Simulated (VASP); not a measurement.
Level of theory: RPBE GGA, VASP's PBE PAW potentials (set 64) (plane waves; VASP 6.6.1).

Input for VASP

File KPOINTS:
```
Automatic mesh
0
Gamma
14 14 14
0 0 0
```

File POSCAR:
```
BRh
1
   -1.3832360000     1.3832360000     4.6829550000
    1.3832360000    -1.3832360000     4.6829550000
    1.3832360000     1.3832360000    -4.6829550000
Rh B
2 2
Direct
  0.7500000000   0.7500000000   0.0000000000
  0.5000000000   0.0000000000   0.5000000000
  0.1660000000   0.1660000000   0.0000000000
  0.9160000000   0.4160000000   0.5000000000
```

### INCAR
```
ALGO=Normal
EDIFF=1E-6
ENCUT=520
GGA=RP
ISIF=2
ISMEAR=1
LASPH=.TRUE.
LCHARG=.FALSE.
LMAXMIX=4
LREAL=.FALSE.
LWAVE=.FALSE.
NELM=100
PREC=Accurate
SIGMA=0.1
SYSTEM=BRh
```

POTCAR, in this order: Rh_pv B (PBE.64 set). Program: vasp_std.

Output of the run:

### OUTCAR
```
 ion  position               nearest neighbor table
   1  0.750  0.750  0.000-   4 2.08   4 2.08   3 2.11   3 2.11   3 2.11   3 2.11   2 2.72   2 2.72
                             2 2.72   2 2.72
   2  0.500  0.000  0.500-   3 2.08   3 2.08   4 2.11   4 2.11   4 2.11   4 2.11   1 2.72   1 2.72
                             1 2.72   1 2.72
   3  0.166  0.166  0.000-   2 2.08   2 2.08   1 2.11   1 2.11   1 2.11   1 2.11
   4  0.916  0.416  0.500-   1 2.08   1 2.08   2 2.11   2 2.11   2 2.11   2 2.11
  LATTYP: Found a body centered tetragonal cell.
 ALAT       =     2.7664720000
 C/A-ratio  =     3.3855068839
 Subroutine PRICEL returns:
 Original cell was already a primitive cell.
 Subroutine GETGRP returns: Found  8 space group operations
The static configuration has the point symmetry C_2v.
 The point group associated with its full space group is C_4v.
The dynamic configuration has the point symmetry C_2v.
 Subroutine INISYM returns: Found  8 space group operations
 Subroutine IBZKPT returns following result:
 Found    244 irreducible k-points:

 Following reciprocal coordinates:
            Coordinates               Weight
  0.000000  0.000000  0.000000      1.000000
  0.071429 -0.000000  0.000000      8.000000
  0.142857 -0.000000  0.000000      8.000000
...
```

### OSZICAR
```
       N       E                     dE             d eps       ncg     rms          rms(c)
DAV:   1     0.379820904301E+03    0.37982E+03   -0.22349E+04 10752   0.184E+03
DAV:   2    -0.165459963320E+02   -0.39637E+03   -0.38897E+03 11600   0.530E+02
DAV:   3    -0.288666111977E+02   -0.12321E+02   -0.12152E+02 12648   0.955E+01
DAV:   4    -0.290098591938E+02   -0.14325E+00   -0.14302E+00 12056   0.103E+01
DAV:   5    -0.290116398584E+02   -0.17807E-02   -0.17804E-02 12950   0.112E+00    0.341E+01
DAV:   6    -0.264754421427E+02    0.25362E+01   -0.23507E+01 11812   0.425E+01    0.792E+00
DAV:   7    -0.260210040871E+02    0.45444E+00   -0.35256E+00 11330   0.186E+01    0.800E+00
DAV:   8    -0.259902345847E+02    0.30770E-01   -0.66864E-02 13148   0.221E+00    0.130E+00
DAV:   9    -0.259854221000E+02    0.48125E-02   -0.26382E-02 11832   0.140E+00    0.792E-02
DAV:  10    -0.259853558090E+02    0.66291E-04   -0.71878E-04 12650   0.238E-01    0.299E-02
DAV:  11    -0.259853484916E+02    0.73174E-05   -0.21640E-05 12260   0.457E-02    0.835E-03
DAV:  12    -0.259853476340E+02    0.85757E-06   -0.19667E-06  9576   0.117E-02
   1 F= -.25985348E+02 E0= -.25985333E+02  d E =-.443199E-04
```

**OUTCAR**
```
------------------------ aborting loop because EDIFF is reached ----------------------------------------
  FORCE on cell =-STRESS in cart. coord.  units (eV):
  Direction    XX          YY          ZZ          XY          YZ          ZX
  --------------------------------------------------------------------------------------
  Total       12.2856968     12.2856968     16.8048346      0.0000000      0.0000000      0.0000000
  in kB      549.2092377    549.2092377    751.2288902      0.0000000      0.0000000      0.0000000
  external PRESSURE =     616.5491219 kB  Pullay stress =       0.0000000 kB
  volume of cell :       35.84
      direct lattice vectors                 reciprocal lattice vectors
    -1.383236000  1.383236000  4.682955000     0.000000000  0.361471217  0.106770191
     1.383236000 -1.383236000  4.682955000     0.361471217  0.000000000  0.106770191
     1.383236000  1.383236000 -4.682955000     0.361471217  0.361471217  0.000000000
 POSITION                                       TOTAL-FORCE (eV/Angst)
 -----------------------------------------------------------------------------------
      0.00000      0.00000      7.02443         0.000000     -0.000000      0.006286
      0.00000      1.38324      0.00000        -0.000000      0.000000      0.006286
      0.00000      0.00000      1.55474         0.000000     -0.000000     -0.006286
      0.00000      1.38324      3.89622        -0.000000      0.000000     -0.006286
 -----------------------------------------------------------------------------------
    total drift:                                0.000000      0.000000     -0.000308
  FREE ENERGIE OF THE ION-ELECTRON SYSTEM (eV)
  ---------------------------------------------------
  free  energy   TOTEN  =       -25.9853476340 eV

  energy  without entropy=      -25.9853033142  energy(sigma->0) =      -25.98533286
```
(Selected blocks of OUTCAR.)

The structure was generated: BRh was put into the NbAs type (I4_1md), which need not be its known phase. The cell was not relaxed at this level. The run is one of a series of settings (GGA = RP against the base run), some of them coarse on purpose.
